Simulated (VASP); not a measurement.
HfTeSe5:

```
Hf Te Se
1.0
     3.61547    2.08739    4.19586
    -3.61547    2.08739    4.19586
     0.00000   -4.17478    4.19586
Hf Te Se
1 1 5
Direct
  0.00000 0.00000 0.00000
  0.50000 0.50000 0.50000
  0.00000 0.00000 0.50000
  0.50000 0.00000 0.00000
  0.00000 0.50000 0.00000
  0.26974 0.26974 0.26974
  0.73026 0.73026 0.73026
```

The cell was built by a generator and needn't be a form met in nature.

| Item | Value |
| --- | --- |
| Program | VASP 6.6.1 |
| Task | relaxation of cell and atoms |
| Functional | PBE |
| Potentials or basis | VASP PAW PBE potentials, release 64 (Hf_pv, Te, Se) |
| Cutoff | 520 eV |
| k mesh | 3 × 3 × 3 |
| Occupations | gaussian, width 0.15 eV |
| Spin | no spin polarisation |

At the start: pressure 1.6 GPa; volume 27.14 Å³/atom.

Where does the relaxation end?

Over 16 steps the energy falls by 168.7 meV/atom and the volume is 29.83 Å³/atom (+9.9 %); space group R-3m (No. 166, to 0.05 Å).

The path:
| step | energy change (eV) | largest force (eV/Å) | pressure (GPa) | volume (Å³) |
| --- | --- | --- | --- | --- |
| 1 | 0.0000 | 2.4691 | 1.59 | 189.99 |
| 2 | -0.8374 | 0.7389 | -1.19 | 197.14 |
| 3 | -0.9461 | 0.4405 | -1.65 | 200.67 |
| 4 | -0.9479 | 0.2318 | -1.68 | 200.13 |
| 5 | -0.9718 | 0.7945 | 1.33 | 191.66 |
| 6 | -0.9935 | 0.5291 | 0.11 | 195.02 |
| 7 | -1.0159 | 0.2945 | 0.31 | 194.50 |
| 8 | -1.0300 | 0.1178 | 0.82 | 193.57 |
| 9 | -1.0435 | 0.1244 | 0.77 | 194.60 |
| 10 | -1.0812 | 0.1261 | 0.34 | 197.64 |
| 11 | -1.1438 | 0.1290 | -0.23 | 203.59 |
| 12 | -1.1670 | 0.3527 | -0.26 | 214.94 |
| 13 | -1.1717 | 0.1391 | -0.50 | 208.69 |
| 14 | -1.1733 | 0.1597 | -0.49 | 209.84 |
| 15 | -1.1744 | 0.1281 | 0.68 | 207.84 |
| 16 | -1.1812 | 0.0027 | 0.11 | 208.78 |

Final structure:
```xyz
7
Lattice="4.1011 2.3678 3.5834 -4.1011 2.3678 3.5834 0.0000 -4.7356 3.5834" Properties=species:S:1:pos:R:3 pbc="T T T"
Hf    0.0000    0.0000    0.0000
Te    0.0000    0.0000    5.3752
Se    0.0000   -2.3678    1.7917
Se    2.0506    1.1839    1.7917
Se   -2.0506    1.1839    1.7917
Se    0.0000    0.0000    2.7980
Se    0.0000    0.0000    7.9524
```

Caveat: the k mesh is coarse (spacing up to 0.37 Å⁻¹), so the values aren't converged.
